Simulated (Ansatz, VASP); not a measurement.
# Two plane-wave programs on CsB2P3

```
Cs B P
1.0
     4.05884    0.00000    0.00000
    -2.02942    3.51506    0.00000
     0.00000    0.00000    7.28957
Cs B P
1 2 3
Direct
  0.00000 0.00000 0.50000
  0.66667 0.33333 0.11896
  0.33333 0.66667 0.88104
  0.00000 0.00000 0.00000
  0.33333 0.66667 0.14854
  0.66667 0.33333 0.85146
```

Alike in both runs: task relaxation of cell and atoms; functional PBE; k mesh 12 × 12 × 6; occupations gaussian, width 0.1 eV; no spin polarisation.

```csv
,VASP,Ansatz
version,VASP 6.6.1,Ansatz 0.2.0
potentials or method,"VASP PAW PBE potentials, release 64 (Cs_sv, B, P)","scalar-relativistic, plane waves, PAW"
plane-wave cutoff (eV),600,420
valence electrons in the cell,30,30
```

VASP gave:

```
gap on the k mesh at the Fermi level, each at its own relaxed structure (eV) : none
relaxed volume (Å³/atom)                                                     : 17.27
relaxed cell length with the largest relative difference (Å)                 : 7.311
```

Problem. What did Ansatz give for the same quantities?

Solution. gap on the k mesh at the Fermi level, each at its own relaxed structure (eV): none; relaxed volume (Å³/atom): 17.25; relaxed cell length with the largest relative difference (Å): 7.302.

A gap of «none» marks a metal or a gap that the smearing closes.

Spin-orbit coupling is left out, which matters for the levels of Cs.
